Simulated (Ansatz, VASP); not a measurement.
# Nb in two plane-wave programs

One calculation is typed for both programs; each brings its own data sets and cutoff. How far apart do they land? The cell is a member of a volume series, scaled by 1.02 from a relaxed one, so a pressure remains.

Program: Ansatz 0.2.0. Level of theory: plane waves, with VASP 6.6.1 beside it; single point at PBEsol. Results are calculated unless marked as measured.

### 1. Starting point

It takes space group Im-3m (No. 229, cubic). Conventional cell: a = 3.286 Å, b = 3.286 Å, c = 3.286 Å, α = 90.00°, β = 90.00°, γ = 90.00°. Nearest to Nb lie 8 Nb at 2.85 Å.

Structure file:

```cif
data_structure
_symmetry_space_group_name_H-M 'P 1'
_symmetry_Int_Tables_number 1
_cell_length_a 2.8457
_cell_length_b 2.8457
_cell_length_c 2.8457
_cell_angle_alpha 109.471
_cell_angle_beta 109.471
_cell_angle_gamma 109.471
_cell_volume 17.74
loop_
_atom_site_label
_atom_site_type_symbol
_atom_site_fract_x
_atom_site_fract_y
_atom_site_fract_z
_atom_site_occupancy
Nb1 Nb 0.00000 0.00000 0.00000 1
```

### 2. VASP: single point, PBEsol, volume scaled by 1.02

With cell and atoms fixed, the geometry can't cause a difference; cores, projectors, grids and the points listed under the comparison can.

Lines of VASP's logs that name or quote its potential files are left out, and so is its time.

Input file INCAR:

```
SYSTEM = Nb
PREC = Accurate
ENCUT = 400
EDIFF = 1E-06
NELM = 100
ISMEAR = 1
SIGMA = 0.2
LREAL = .FALSE.
ALGO = Normal
GGA = PS
NBANDS = 12
LASPH = .TRUE.
LORBIT = 11
LWAVE = .FALSE.
LCHARG = .FALSE.
KPAR = 2
ISIF = 2
```

Input file POSCAR:

```
Nb
1.0
   -1.6429396064      1.6429396064      1.6429396064
    1.6429396064     -1.6429396064      1.6429396064
    1.6429396064      1.6429396064     -1.6429396064
Nb
1
Direct
    0.0000000000      0.0000000000      0.0000000000
```

Input file KPOINTS:

```
Automatic mesh
0
Gamma
10 10 10
0 0 0
```

PAW data sets: Nb_sv (PBE family, release 64).

On the command line:

```console
mpirun -np 2 vasp_std
```

Numbers of over 12 decimals in the logs are rounded to 6 here.

Output:

```text
[banner, memory and clock lines left out]
running    2 mpi-ranks, on    1 nodes
 distrk:  each k-point on    1 cores,    2 groups
 distr:  one band on    1 cores,    1 groups

 POSCAR found type information on POSCAR Nb
 POSCAR found :  1 types and       1 ions
|                                                                             |
|               ----> ADVICE to this user running VASP <----                  |
|                                                                             |
|     You enforced a specific xc type in the INCAR file but a different       |
|     [... a line on the potential file left out ...]
|     I HOPE YOU KNOW WHAT YOU ARE DOING!                                     |
|                                                                             |

 LDA part: xc-table for (Slater+PW92), standard interpolation
 POSCAR, INCAR and KPOINTS ok, starting setup
 FFT: planning ... GRIDC
 FFT: planning ... GRID_SOFT
 FFT: planning ... GRID
 WAVECAR not read
 entering main loop
       N       E                     dE             d eps       ncg     rms          rms(c)
DAV:   1     0.951629880778E+02    0.95163E+02   -0.63242E+03  1144   0.879E+02
DAV:   2    -0.822411283107E+01   -0.10339E+03   -0.10004E+03  1288   0.337E+02
DAV:   3    -0.112578095370E+02   -0.30337E+01   -0.29659E+01  1600   0.504E+01
DAV:   4    -0.114053386335E+02   -0.14753E+00   -0.14708E+00  1528   0.100E+01
DAV:   5    -0.114085452609E+02   -0.32066E-02   -0.32063E-02  1608   0.136E+00    0.780E+00
DAV:   6    -0.109714974556E+02    0.43705E+00   -0.63031E-01  1776   0.957E+00    0.271E+00
DAV:   7    -0.109187615662E+02    0.52736E-01   -0.17504E-01  1860   0.491E+00    0.889E-01
DAV:   8    -0.109218962098E+02   -0.31346E-02   -0.10554E-02  1344   0.130E+00    0.373E-02
DAV:   9    -0.109219217590E+02   -0.25549E-04   -0.55319E-04  1760   0.203E-01    0.277E-02
DAV:  10    -0.109219302727E+02   -0.85138E-05   -0.17192E-05  1340   0.411E-02    0.105E-02
DAV:  11    -0.109219243988E+02    0.58740E-05   -0.33286E-06  1488   0.273E-02    0.289E-03
DAV:  12    -0.109219241866E+02    0.21214E-06   -0.71399E-08   748   0.357E-03
   1 F= -.10921924E+02 E0= -.10921057E+02  d E =-.260148E-02
```

From OUTCAR (step 2):

```text
ion  position               nearest neighbor table
   1  0.000  0.000  0.000-

  LATTYP: Found a body centered cubic cell.
 ALAT       =     3.2858792128

 Subroutine GETGRP returns: Found 48 space group operations
 (whereof 48 operations were pure point group operations)

The static configuration has the point symmetry O_h .

 Found     47 irreducible k-points:

   k-points           NKPTS =     47   k-points in BZ     NKDIM =     47   number of bands    NBANDS=     12

   dimension x,y,z NGX =    20 NGY =   20 NGZ =   20
   dimension x,y,z NGXF=    40 NGYF=   40 NGZF=   40

   ENCUT  =  400.0 eV  29.40 Ry    5.42 a.u.   4.64  4.64  4.64*2*pi/ulx,y,z

   NELECT =      13.0000    total number of electrons

 k-points in reciprocal lattice and weights: Automatic mesh
   0.00000000  0.00000000  0.00000000       0.001
   0.10000000  0.00000000  0.00000000       0.012
   0.20000000  0.00000000  0.00000000       0.012
   0.30000000  0.00000000  0.00000000       0.012
   0.40000000  0.00000000  0.00000000       0.012
   0.50000000  0.00000000  0.00000000       0.006
   0.10000000  0.10000000  0.00000000       0.024
   0.20000000  0.10000000 -0.00000000       0.048
   0.30000000  0.10000000  0.00000000       0.048
[...]
0.50000000  0.50000000  0.40000000       0.012
   0.50000000  0.50000000  0.50000000       0.001

 average (electrostatic) potential at core
       1 -76.3431

 E-fermi :  11.2860

 k-point     1 :       0.0000    0.0000    0.0000
  band No.  band energies     occupation
      1     -42.9676      2.00000
      2     -18.2558      2.00000
      3     -18.2558      2.00000
      4     -18.2558      2.00000
      5       5.2831      2.00000
      6      11.6325     -0.03429
      7      11.6325     -0.03429
      8      11.6325     -0.03429
      9      14.5944     -0.00000
     10      14.5944     -0.00000
    ...

 k-point     2 :       0.1000    0.0000    0.0000
  band No.  band energies     occupation
      1     -42.9429      2.00000
      2     -18.4038      2.00000
      3     -18.3006      2.00000
      4     -18.2571      2.00000
      5       5.6956      2.00000
      6      11.3802      0.29254
      7      11.5569     -0.06661
      8      12.0351     -0.00000
      9      14.2468     -0.00000
     10      14.5975     -0.00000
    ...

 k-point     3 :       0.2000    0.0000    0.0000
  band No.  band energies     occupation
    ...
      3     -18.4161      2.00000
      4     -18.2608      2.00000
      5       6.7228      2.00000
      6      10.7897      2.00252
      7      11.2414      1.36694
      8      13.1928     -0.00000
      9      13.9738     -0.00000
     10      14.6636     -0.00000
     11      26.1075      0.00000
     12      27.6708      0.00000

  Total       -0.3570478     -0.3570478     -0.3570478     -0.0000000     -0.0000000     -0.0000000
  in kB      -32.2487001    -32.2487001    -32.2487001     -0.0000000     -0.0000000     -0.0000000
  external PRESSURE =     -32.2487001 kB  Pullay stress =       0.0000000 kB

  energy-cutoff  :      400.00
  volume of cell :       17.74
      direct lattice vectors                 reciprocal lattice vectors
    -1.642939606  1.642939606  1.642939606     0.000000000  0.304332550  0.304332550
     1.642939606 -1.642939606  1.642939606     0.304332550  0.000000000  0.304332550
     1.642939606  1.642939606 -1.642939606     0.304332550  0.304332550  0.000000000

 POSITION                                       TOTAL-FORCE (eV/Angst)
 -----------------------------------------------------------------------------------
      0.00000      0.00000      0.00000         0.000000     -0.000000      0.000000
 -----------------------------------------------------------------------------------
    total drift:                               -0.000000     -0.000000      0.000000

  FREE ENERGIE OF THE ION-ELECTRON SYSTEM (eV)
  ---------------------------------------------------
  free  energy   TOTEN  =       -10.9219241866 eV

  energy  without entropy=      -10.9193227072  energy(sigma->0) =      -10.92105703

 total charge
# of ion       s       p       d       tot
------------------------------------------
    1        2.220   5.997   2.541  10.759

[... 3 further parts left out ...]
```

The k-mesh is coarse for a metal. The scan keeps the cell's shape and the fractional positions fixed.

### 3. Ansatz: single point, PBEsol, volume scaled by 1.02

Ansatz runs on its default PAW (the set named soft_2) files.

The same cell, functional, mesh and smearing now go to Ansatz, which takes its cutoff from its data sets.

Input file input.yaml:

```yaml
crystal:
  lattice:
    - [-1.6429396064, 1.6429396064, 1.6429396064]
    - [1.6429396064, -1.6429396064, 1.6429396064]
    - [1.6429396064, 1.6429396064, -1.6429396064]
  atoms:
    - { symbol: Nb, position: [0.0, 0.0, 0.0] }
hamiltonian:
  xc: pbesol
  pseudopotentials: { kind: paw }
kpoints:
  mp_grid: { grid: [10, 10, 10] }
scf:
  occupations: { method: methfessel_paxton, width: 0.2 }
  n_extra_bands: 4
output:
  forces: true
  stress: true
  eigenvalues: true
```

On the command line:

```console
ansatz run input.yaml --threads 2 --pin off --max-ram 4608MiB --backend cpu --events-out ev --progress --plain --runs-dir out
```

Output:

```text
scf.n_extra_bands = 4 over 7 filled bands (N_el = 13.0): the run solves 11 bands
Engine: ansatz 0.2.0, aarch64-unknown-linux-gnu
Pseudopotentials: kind: paw
Pseudopotential: Nb, paw, valence charge 13, recommended cutoff 420 eV (normal), Nb.paw.azcp
Functional definition: PBEsol
  exchange = pbesol_x
  correlation = pbesol_c
Crystal: 1 atoms, lattice volume = 17.739 Å³
Basis set: ecut = 420 eV, 369 PW (Γ), exchange–correlation on 40×40×40 points (8 copies of the dense FFT grid, shifted against one another)
Bands: 11, of which v1, the nominal top of the filled ones, is band 7 counted from 1 (6 counted from 0)
Symmetry: 48 space group operations
Space group: Im-3m (ITA 229), of the structure as read, at distance tolerance 2.6e-5 Å
k-points: 47 of 1000
Non-local potential: Nb, projectors of the file, l = 0: 3, l = 1: 2, l = 2: 2, l = 3: 1
PAW form: soft (Blöchl's): semilocal exchange-correlation on the pseudo side does not see the compensation charge
PAW frozen core: Nb, regenerated for the run's functional, and the local potential with it (the file was generated under x = pbe(κ = 0.804, μ = 0.219515), c = pbe(β = 0.066725))
PAW one-centre angular grid: Nb, 590 points (default); XC on 64 Gauss nodes
Initial density: superposition of atomic densities (neutral atoms: chi_scale 0, normalization atom), corrected by the library's trained network
Initial wavefunctions: pseudopotential atomic-orbital guess
Functional: x = pbesol(κ = 0.804, μ = 0.123457), c = pbesol(β = 0.046)
SCF iter   1: F=—  HF=-4495.428327 eV  |F-HF|=—  |Δ(HF+E_count)|=         —  Δρ=5.53e-3  dr2=4.44e-3  ethr=1.77e-3  ⟨swp⟩=4.9  Hψ=2780  notcnv=0
preconditioner: auto → none  [metal: Δε(μ)=0.062 eV  Ē_g=7.741 eV  σ=0.200 eV  W_gap=0.26  n_scr=0 (ndim 8)  ℏωp=19.7 eV  f_vac=0.000  D(μ)=2.07/eV (n_scr^D=18)]
SCF iter   2: F=—  HF=-4495.426883 eV  |F-HF|=—  |Δ(HF+E_count)|=   1.44e-3  S|Δr|=    0.00e0  Δρ=1.82e-3  dr2=2.05e-4  ethr=3.41e-5  ⟨swp⟩=2.1  Hψ=1079  notcnv=0
SCF iter   3: F=—  HF=-4495.426857 eV  |F-HF|=—  |Δ(HF+E_count)|=   2.60e-5  S|Δr|=    0.00e0  Δρ=6.72e-4  dr2=2.69e-5  ethr=1.57e-6  ⟨swp⟩=1.0  Hψ=506  notcnv=0
SCF iter   4: F=—  HF=-4495.426856 eV  |F-HF|=—  |Δ(HF+E_count)|=   9.08e-7  S|Δr|=    0.00e0  Δρ=3.34e-5  dr2=8.13e-8  ethr=7.69e-10  ⟨swp⟩=5.3  Hψ=2657  notcnv=0
SCF iter   5: F=-4495.426856 eV  HF=-4495.426856 eV  |F-HF|=2.66e-10  |Δ(HF+E_count)|=   2.72e-8  S|Δr|=    0.00e0  Δρ=2.90e-6  dr2=6.52e-10  ethr=6.25e-10  ⟨swp⟩=2.1  Hψ=1541  notcnv=0
SCF 1 converged in 5 iterations: F = -4495.426856 eV  dr2 = 6.52e-10
  greatest PAW one-centre occupation: 0.998 electrons in one spin orbital (limit 2), on the Nb atom at site 0 (counted from 0), in its partial waves of l = 0
SCF converged after 5 iterations
Stability not checked: this state was not tested for a lower state beside it, because cold or Methfessel-Paxton smearing, or corrected tetrahedra, fill the levels in a way that the test cannot read (fill_not_monotonic; see scf.lower_state_search)
Free energy (F): -4495.426856 eV
Harris-Foulkes:  -4495.426856 eV  (|F-HF|=2.66e-10)
Internal energy: -4495.424164 eV  (E = F + TS)
E sigma→0 (E₀):  -4495.426183 eV
Entropy (-TS):   -0.002692 eV (-2.692 meV/atom)
Fermi energy:    17.978745 eV
--- Per-component energies (eV) ---
  E_band       = -64.242023
  E_kinetic    = 395.620687
  E_local      = -685.896174  (includes V_loc(G=0)·N_el)
  E_nonlocal   = 121.798327
  E_hartree    = 213.003256
  E_xc         = -174.659443
  E_vxc        = -212.745821  (∫ρ·V_xc dr)
  E_paw        = -3017.861450  (= ΣΔE_a)
  E_vpaw       = -109.026143  (= ΣTr[D̂ρ^β])
  E_aug_tail   = 0.000006  (compensation charges beyond the density's cutoff)
  E_ewald      = -1347.618081
  E_core_change = 0.188709  (= ΣΔE_core)
  E_smearing   = -0.002692  (= −TS)
  E_closure    = -0.000000  (closes the sum)
  Σ components = -4495.426856   (vs F -4495.426856, Δ=0.00e0)
--- Forces (eV/Å), atoms counted from 1 ---
  atom   1  Nb     0.00000000     0.00000000     0.00000000
  max |Σ_I F_I| component: 2.16e-32 eV/Å
--- Stress (GPa, compression-positive) ---
       -2.357882      -0.000000      -0.000000
       -0.000000      -2.357882       0.000000
       -0.000000       0.000000      -2.357882
  P = ⅓ Tr σ = -2.3579 GPa (-23.579 kbar)
--- Band table (eV; the first three rows and the last of 47) ---
  k-point 0: bands = [... 3 lower, -11.5533, 11.9912, 18.3208, 18.3208, 18.3208, 21.2807, 21.2807, 32.1162]
  k-point 1: bands = [... 3 lower, -11.5546, 12.4034, 18.0686, 18.2458, 18.7236, 20.9333, 21.2844, 32.4382]
  k-point 2: bands = [... 3 lower, -11.5581, 13.4288, 17.4789, 17.9318, 19.8817, 20.6608, 21.3514, 32.7165]
  k-point 46: bands = [... 3 lower, -12.5344, 14.1303, 14.1303, 23.7079, 23.7079, 23.7079, 27.1273, 27.1273]
```

It took 0.85 s on 2 threads of Arm Neoverse N1, shared host; peak memory 0.23 GiB.

The run ends at a pressure of -2.36 GPa.

### 4. Differences

Known differences besides the potentials themselves: the cutoff is 420 eV in Ansatz and 400 eV in VASP; Ansatz makes its cores anew for this functional, VASP keeps those of its PBE data sets. Total energies have different zeros and are not compared.

Compared:

| quantity | Ansatz | VASP | difference |
| --- | --- | --- | --- |
| pressure (GPa) | -2.36 | -3.22 | +0.87 |

### 5. What came out

| Item | Value |
| --- | --- |
| difference in pressure (single point, PBEsol, volume scaled by 1.02) | 0.87 GPa |

**Reading.** The difference in pressure is 0.87 GPa (single point, PBEsol, volume scaled by 1.02), within the 1 GPa picked in this series as the mark of a large difference. How closely two codes agree says nothing of how well the functional describes the real material.

[Lines on the potential files, build, host, timing and source positions are cut from VASP's logs without a mark.]

[Logs are printed without paths, hosts, clocks, repeated set-up lines and the standing remarks that a program may print on its own settings, such as how far it seeks lower states.]

[Hosts, paths, dates, database ids (printed as entryN), source tags and the programs' standing remarks are cut or masked in the printed files.]
